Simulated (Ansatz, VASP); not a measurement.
**AlGeW (AlGeW in the AlB2 type) in two plane-wave programs**

Aim: how closely do two programs agree when they are given the same cell, functional and k mesh? The cell is generated by rule, not measured, and may not be a known phase. The cell is taken from a series of runs on this material, whose earlier steps may have relaxed, scaled, displaced or heated it; both programs get it as it stands.

Main program and level: Ansatz 0.2.0; plane waves, with VASP 6.6.1 beside it; PBE.

The structure was built from a prototype and need not be the compound's stable phase.

### Step 1. Set-up

The structure is hexagonal, space group P-6m2 (No. 187). Conventional cell: a = 3.925 Å, b = 3.925 Å, c = 4.121 Å, α = 90.00°, β = 90.00°, γ = 120.00°. W has 6 Al at 3.06 Å and 6 Ge at 3.06 Å nearest. Al has 3 Ge at 2.27 Å and 6 W at 3.06 Å nearest. Nearest to Ge lie 3 Al at 2.27 Å and 6 W at 3.06 Å. Farther neighbours are not listed.

Structure file:

```xyz
3
Lattice="3.9250 0.0000 0.0000 -1.9625 3.3992 0.0000 0.0000 0.0000 4.1213" Properties=species:S:1:pos:R:3 pbc="T T T"
W     0.0000    0.0000    0.0000
Al    0.0000    2.2661    2.0606
Ge    1.9625    1.1331    2.0606
```

### Step 2. VASP: single point, PBE

With cell and atoms fixed, the geometry can't cause a difference; cores, projectors, grids and the points listed under the comparison can.

Lines of VASP's logs that name or quote its potential files are left out, and so is its time.

INCAR reads:

```
SYSTEM = AlGeW
PREC = Accurate
ENCUT = 600
EDIFF = 1E-06
NELM = 120
ISMEAR = 0
SIGMA = 0.1
LREAL = .FALSE.
ALGO = Normal
GGA = PE
NBANDS = 17
LASPH = .TRUE.
LORBIT = 11
LWAVE = .FALSE.
LCHARG = .FALSE.
ISIF = 2
GGA_COMPAT = .FALSE.
```

POSCAR reads:

```
AlGeW
1.0
    3.9250100000      0.0000000000      0.0000000000
   -1.9625100000      3.3991600000      0.0000000000
    0.0000000000      0.0000000000      4.1212600000
W Al Ge
1 1 1
Direct
    0.0000000000      0.0000000000      0.0000000000
    0.3333333333      0.6666666667      0.5000000000
    0.6666666667      0.3333333333      0.5000000000
```

KPOINTS reads:

```
Automatic mesh
0
Gamma
6 6 4
0 0 0
```

The projector-augmented-wave data sets are W, Al and Ge_d (PBE family, release 64).

Started as:

```
$ mpirun -np 1 vasp_std
```

Numbers of over 12 decimals in the logs are rounded to 6 here.

Log:

```text
[banner, memory and clock lines left out]
running    1 mpi-ranks, on    1 nodes
 distrk:  each k-point on    1 cores,    1 groups
 distr:  one band on    1 cores,    1 groups

 POSCAR found type information on POSCAR W AlGe
 POSCAR found :  3 types and       3 ions
 LDA part: xc-table for (Slater+PW92), standard interpolation
 POSCAR, INCAR and KPOINTS ok, starting setup
 FFT: planning ... GRIDC
 FFT: planning ... GRID_SOFT
 FFT: planning ... GRID
 WAVECAR not read
 entering main loop
       N       E                     dE             d eps       ncg     rms          rms(c)
DAV:   1     0.134503257614E+03    0.13450E+03   -0.11973E+04   764   0.274E+03
DAV:   2     0.644364833979E+00   -0.13386E+03   -0.13087E+03   762   0.572E+02
DAV:   3    -0.184604517484E+02   -0.19105E+02   -0.18756E+02   917   0.125E+02
DAV:   4    -0.190999034908E+02   -0.63945E+00   -0.63435E+00   822   0.236E+01
DAV:   5    -0.191166163485E+02   -0.16713E-01   -0.16686E-01   969   0.409E+00    0.117E+01
DAV:   6    -0.174203060421E+02    0.16963E+01   -0.20654E+01   934   0.151E+01    0.318E+00
DAV:   7    -0.170959097662E+02    0.32440E+00   -0.27872E+00   934   0.947E+00    0.265E+00
DAV:   8    -0.170727800452E+02    0.23130E-01   -0.15948E-01   874   0.316E+00    0.351E-01
DAV:   9    -0.170704632769E+02    0.23168E-02   -0.14259E-02   936   0.113E+00    0.164E-01
DAV:  10    -0.170704304033E+02    0.32874E-04   -0.79536E-04   913   0.422E-01    0.574E-02
DAV:  11    -0.170704259733E+02    0.44300E-05   -0.49994E-05   912   0.107E-01    0.244E-02
DAV:  12    -0.170704265015E+02   -0.52821E-06   -0.94333E-06   952   0.468E-02
   1 F= -.17070427E+02 E0= -.17056829E+02  d E =-.271943E-01
```

From OUTCAR (step 2):

```text
ion  position               nearest neighbor table
   1  0.000  0.000  0.000-   3 3.06   3 3.06   2 3.06   2 3.06   3 3.06   3 3.06   2 3.06   2 3.06
                             2 3.06   3 3.06   2 3.06   3 3.06
   2  0.333  0.667  0.500-   3 2.27   3 2.27   3 2.27   1 3.06   1 3.06   1 3.06   1 3.06   1 3.06
                             1 3.06
   3  0.667  0.333  0.500-   2 2.27   2 2.27   2 2.27   1 3.06   1 3.06   1 3.06   1 3.06   1 3.06
                             1 3.06

  LATTYP: Found a hexagonal cell.
 ALAT       =     3.9250100000
 C/A-ratio  =     1.0499998726

 Subroutine GETGRP returns: Found 12 space group operations
 (whereof 12 operations were pure point group operations)

The static configuration has the point symmetry D_3h.

 Found     21 irreducible k-points:

   k-points           NKPTS =     21   k-points in BZ     NKDIM =     21   number of bands    NBANDS=     17

   dimension x,y,z NGX =    32 NGY =   32 NGZ =   36
   dimension x,y,z NGXF=    64 NGYF=   64 NGZF=   72

   ENCUT  =  600.0 eV  44.10 Ry    6.64 a.u.   7.84  7.84  8.23*2*pi/ulx,y,z

   NELECT =      23.0000    total number of electrons

 k-points in reciprocal lattice and weights: Automatic mesh
   0.00000000  0.00000000  0.00000000       0.007
   0.16666667 -0.00000000  0.00000000       0.042
   0.33333333 -0.00000000  0.00000000       0.042
   0.50000000 -0.00000000  0.00000000       0.021
   0.16666667  0.16666667  0.00000000       0.042
   0.33333333  0.16666667  0.00000000       0.083
   0.33333333  0.33333333  0.00000000       0.014
   0.00000000  0.00000000  0.25000000       0.014
   0.16666667 -0.00000000  0.25000000       0.083
[...]
0.33333333  0.16666667  0.50000000       0.083
   0.33333333  0.33333333  0.50000000       0.014

 average (electrostatic) potential at core
       1 -39.5182       2 -73.8991       3 -72.7640

 E-fermi :   6.8137

 k-point     1 :       0.0000    0.0000    0.0000
  band No.  band energies     occupation
    ...
      8       4.1082      2.00000
      9       4.1082      2.00000
     10       4.4043      2.00000
     11       6.5824      1.99893
     12       6.5824      1.99893
     13       7.1508      0.00000
     14       8.0874      0.00000
     15       8.0874      0.00000
     16       9.8132      0.00000
     17       9.8133      0.00000

 k-point     2 :       0.1667   -0.0000    0.0000
  band No.  band energies     occupation
    ...
      8       4.0789      2.00000
      9       4.1416      2.00000
     10       4.3481      2.00000
     11       6.4714      2.00000
     12       6.4939      1.99999
     13       7.1691      0.00000
     14       7.5003      0.00000
     15       8.2575      0.00000
     16      10.1927      0.00000
     17      11.2526      0.00000

 k-point     3 :       0.3333   -0.0000    0.0000
  band No.  band energies     occupation
    ...
      8       3.8291      2.00000
      9       3.9451      2.00000
     10       4.2890      2.00000
     11       6.2651      2.00000
     12       6.5827      1.99891
     13       7.2513      0.00000
     14       8.0735      0.00000
     15       8.1075      0.00000
     16      11.0337      0.00000
     17      11.9422      0.00000

  Total        1.9717560      1.9717579     -7.9647088     -0.0000029      0.0000000      0.0000000
  in kB       57.4541454     57.4542005   -232.0802037     -0.0000845      0.0000000      0.0000000
  external PRESSURE =     -39.0572860 kB  Pullay stress =       0.0000000 kB

  energy-cutoff  :      600.00
  volume of cell :       54.98
      direct lattice vectors                 reciprocal lattice vectors
     3.925010000  0.000000000  0.000000000     0.254776421  0.147095539  0.000000000
    -1.962510000  3.399160000  0.000000000     0.000000000  0.294190329  0.000000000
     0.000000000  0.000000000  4.121260000     0.000000000  0.000000000  0.242644240

 POSITION                                       TOTAL-FORCE (eV/Angst)
 -----------------------------------------------------------------------------------
      0.00000      0.00000      0.00000         0.000000     -0.000000      0.000000
     -0.00000      2.26611      2.06063        -0.000000      0.000000      0.000000
      1.96250      1.13305      2.06063         0.000000      0.000000      0.000000
 -----------------------------------------------------------------------------------
    total drift:                               -0.000097     -0.000034      0.000000

  FREE ENERGIE OF THE ION-ELECTRON SYSTEM (eV)
  ---------------------------------------------------
  free  energy   TOTEN  =       -17.0704265015 eV

  energy  without entropy=      -17.0432322342  energy(sigma->0) =      -17.05682937

 total charge
# of ion       s       p       d       tot
------------------------------------------
    1        0.468   0.256   3.852   4.576
    2        0.407   0.442   0.000   0.849
    3        1.143   1.363  10.067  12.574
--------------------------------------------------
tot          2.019   2.061  13.919  17.998

[... 3 further parts left out ...]
```

The run ends at a pressure of -3.91 GPa.

### Step 3. Ansatz: single point, PBE

Ansatz runs on its PAW soft_1 files.

The same cell, functional, mesh and smearing now go to Ansatz, which takes its cutoff from its data sets.

input.yaml reads:

```yaml
crystal:
  lattice:
    - [3.92501, 0.0, 0.0]
    - [-1.96251, 3.39916, 0.0]
    - [0.0, 0.0, 4.12126]
  atoms:
    - { symbol: W, position: [0.0, 0.0, 0.0] }
    - { symbol: Al, position: [0.33333333, 0.66666667, 0.5] }
    - { symbol: Ge, position: [0.66666667, 0.33333333, 0.5] }
kpoints:
  mp_grid: { grid: [6, 6, 4] }
hamiltonian:
  xc: pbe
  pseudopotentials: { kind: paw, azcp: { folder: soft_1 } }
scf:
  occupations: { method: gaussian, width: 0.1 }
output:
  forces: true
  stress: true
  eigenvalues: true
```

Started as:

```
$ ansatz run input.yaml --threads 4 --pin off --max-ram 12288MiB --backend cpu --events-out ev --progress --plain --runs-dir out
```

Log:

```text
Engine: ansatz 0.2.0, aarch64-unknown-linux-gnu
Pseudopotentials: kind: paw
Pseudopotential: W, paw, valence charge 14, recommended cutoff 420 eV (normal), soft_1/W.paw.azcp
Pseudopotential: Al, paw, valence charge 3, recommended cutoff 420 eV (normal), soft_1/Al.paw.azcp
Pseudopotential: Ge, paw, valence charge 14, recommended cutoff 420 eV (normal), soft_1/Ge.paw.azcp
Functional definition: PBE
  parameter kappa = 0.804
  parameter beta = 0.066725
  exchange = pbe_x(kappa = kappa, mu = beta*pi^2/3)
  correlation = pbe_c(beta = beta)
Crystal: 3 atoms, lattice volume = 54.985 Å³
Basis set: ecut = 420 eV, 1105 PW (Γ), exchange–correlation on 54×54×60 points (8 copies of the dense FFT grid, shifted against one another)
Bands: 20, of which v1, the nominal top of the filled ones, is band 16 counted from 1 (15 counted from 0)
Symmetry: 12 space group operations
Space group: P-6m2 (ITA 187), of the structure as read, at distance tolerance 3.8e-5 Å
k-points: 21 of 144 (time reversal used)
Non-local potential: W, projectors of the file, l = 0: 3, l = 1: 2, l = 2: 2, l = 3: 1
Non-local potential: Al, projectors of the file, l = 0: 2, l = 1: 2, l = 2: 1
Non-local potential: Ge, projectors of the file, l = 0: 2, l = 1: 2, l = 2: 3, l = 3: 1
PAW form: soft (Blöchl's): semilocal exchange-correlation on the pseudo side does not see the compensation charge
PAW one-centre angular grid: W, 590 points (default); XC on 64 Gauss nodes
PAW one-centre angular grid: Al, 110 points (default); XC on 64 Gauss nodes
PAW one-centre angular grid: Ge, 590 points (default); XC on 64 Gauss nodes
Initial density: superposition of atomic densities (chi_scale 0.1, normalization cell, long waves kept (reshape's long-wave potential 0.00 eV rms))
Initial wavefunctions: pseudopotential atomic-orbital guess
Functional: x = pbe(κ = 0.804, μ = 0.219515), c = pbe(β = 0.066725)
SCF iter   1: F=—  HF=-15215.711297 eV  |F-HF|=—  |Δ(HF+E_count)|=         —  Δρ=7.57e-2  dr2=7.71e0  ethr=3.10e-3  ⟨swp⟩=5.6  Hψ=2147  notcnv=0
preconditioner: auto → Kerker (q_TF=auto, 2.480 Å⁻¹)  [metal: Δε(μ)=0.051 eV  Ē_g=6.537 eV  σ=0.100 eV  W_gap=0.28  n_scr=20 (ndim 8)  ℏωp=18.1 eV  f_vac=0.000  D(μ)=5.45/eV (n_scr^D=70)]
SCF iter   2: F=—  HF=-15214.350921 eV  |F-HF|=—  |Δ(HF+E_count)|=    1.36e0  Δρ=2.26e-2  dr2=4.54e-1  ethr=3.10e-3  ⟨swp⟩=3.2  Hψ=929  notcnv=0  defer=3
SCF iter   3: F=—  HF=-15214.260200 eV  |F-HF|=—  |Δ(HF+E_count)|=   9.07e-2  Δρ=1.02e-2  dr2=4.42e-2  ethr=1.46e-3  ⟨swp⟩=2.2  Hψ=626  notcnv=0  defer=3
SCF iter   4: F=—  HF=-15214.250421 eV  |F-HF|=—  |Δ(HF+E_count)|=   9.78e-3  Δρ=2.96e-3  dr2=5.36e-3  ethr=1.43e-4  ⟨swp⟩=2.0  Hψ=793  notcnv=0  defer=2
SCF iter   5: F=—  HF=-15214.247581 eV  |F-HF|=—  |Δ(HF+E_count)|=   2.84e-3  Δρ=9.62e-4  dr2=6.86e-4  ethr=1.73e-5  ⟨swp⟩=2.3  Hψ=584  notcnv=0  defer=2
SCF iter   6: F=—  HF=-15214.247500 eV  |F-HF|=—  |Δ(HF+E_count)|=   8.04e-5  Δρ=6.71e-4  dr2=4.26e-4  ethr=2.21e-6  ⟨swp⟩=2.0  Hψ=554  notcnv=0  defer=2
SCF iter   7: F=—  HF=-15214.247437 eV  |F-HF|=—  |Δ(HF+E_count)|=   6.39e-5  Δρ=2.22e-4  dr2=4.74e-5  ethr=1.37e-6  ⟨swp⟩=1.5  Hψ=448  notcnv=0  defer=2
SCF iter   8: F=—  HF=-15214.247383 eV  |F-HF|=—  |Δ(HF+E_count)|=   5.32e-5  Δρ=3.36e-5  dr2=7.22e-7  ethr=1.53e-7  ⟨swp⟩=2.0  Hψ=490  notcnv=0  defer=2
SCF iter   9: F=-15214.247383 eV  HF=-15214.247383 eV  |F-HF|=2.23e-8  |Δ(HF+E_count)|=   3.13e-8  Δρ=6.92e-6  dr2=4.89e-8  ethr=3.23e-10  ⟨swp⟩=5.4  Hψ=1807  notcnv=0
SCF 1 converged in 9 iterations: F = -15214.247383 eV  dr2 = 4.89e-8
  greatest PAW one-centre occupation: 0.999 electrons in one spin orbital (limit 2), on the W atom at site 0 (counted from 0), in its partial waves of l = 0
SCF converged after 9 iterations
Free energy (F): -15214.247383 eV
Harris-Foulkes:  -15214.247383 eV  (|F-HF|=2.23e-8)
Internal energy: -15214.220410 eV  (E = F + TS)
E sigma→0 (E₀):  -15214.233896 eV
Entropy (-TS):   -0.026974 eV (-8.991 meV/atom)
Fermi energy:    12.515158 eV
--- Per-component energies (eV) ---
  E_band       = -296.928573
  E_kinetic    = 534.021537
  E_local      = -3045.023672  (includes V_loc(G=0)·N_el)
  E_nonlocal   = 204.357385
  E_hartree    = 1393.868309
  E_xc         = -374.186316
  E_vxc        = -321.911489  (∫ρ·V_xc dr)
  E_paw        = -11060.138066  (= ΣΔE_a)
  E_vpaw       = -456.108072  (= ΣTr[D̂ρ^β])
  E_aug_tail   = 0.000165  (compensation charges beyond the density's cutoff)
  E_ewald      = -2867.119753
  E_smearing   = -0.026974  (= −TS)
  E_closure    = -0.000000  (closes the sum)
  Σ components = -15214.247383   (vs F -15214.247383, Δ=0.00e0)
--- Forces (eV/Å), atoms counted from 1 ---
  atom   1  W      0.00000000     0.00000000     0.00000000
  atom   2  Al     0.00000000     0.00000000     0.00000000
  atom   3  Ge     0.00000000    -0.00000000    -0.00000000
  max |Σ_I F_I| component: 5.09e-17 eV/Å
--- Stress (GPa, compression-positive) ---
        6.076766       0.000000       0.000000
        0.000000       6.076766       0.000000
        0.000000       0.000000     -22.794182
  P = ⅓ Tr σ = -3.5469 GPa (-35.469 kbar)
--- Band table (eV; the first three rows and the last of 21) ---
  k-point 0: bands = [... 12 lower, 9.7975, 10.0916, 12.2930, 12.2930, 12.8355, 13.7823, 13.7823, 15.4918]
  k-point 1: bands = [... 12 lower, 10.1700, 11.4706, 11.4706, 11.6254, 13.2931, 13.2931, 14.1656, 16.8005]
  k-point 2: bands = [... 12 lower, 10.5788, 11.4616, 11.4616, 11.9971, 11.9971, 12.4058, 15.2571, 17.1480]
  k-point 20: bands = [... 12 lower, 8.9517, 9.7679, 11.5845, 13.0579, 13.1257, 14.0209, 14.2385, 14.4143]
```

The run ends at a pressure of -3.55 GPa.

### Step 4. Side by side

Known differences besides the potentials themselves: the data sets hold 31 valence electrons in Ansatz (on its PAW soft_1 files) and 23 in VASP; the cutoff is 420 eV in Ansatz and 600 eV in VASP. Total energies have different zeros and are not compared.

The two programs side by side:

| quantity | Ansatz | VASP | difference |
| --- | --- | --- | --- |
| pressure (GPa) | -3.55 | -3.91 | +0.36 |

### Step 5. What came out

```json
{"difference in pressure (single point, PBE)": "0.36 GPa"}
```

The difference in pressure is 0.36 GPa (single point, PBE), within the 1 GPa picked in this series as the mark of a large difference. The data sets hold unlike numbers of valence electrons (31 in Ansatz and 23 in VASP), so part of the differences may come from the potentials. How closely two codes agree says nothing of how well the functional describes the real material.

[Lines on the potential files, build, host, timing and source positions are cut from VASP's logs without a mark.]

[Logs are printed without paths, hosts, clocks, repeated set-up lines and the standing remarks that a program may print on its own settings, such as how far it seeks lower states.]

[Hosts, paths, dates, database ids (printed as entryN), source tags and the programs' standing remarks are cut or masked in the printed files.]
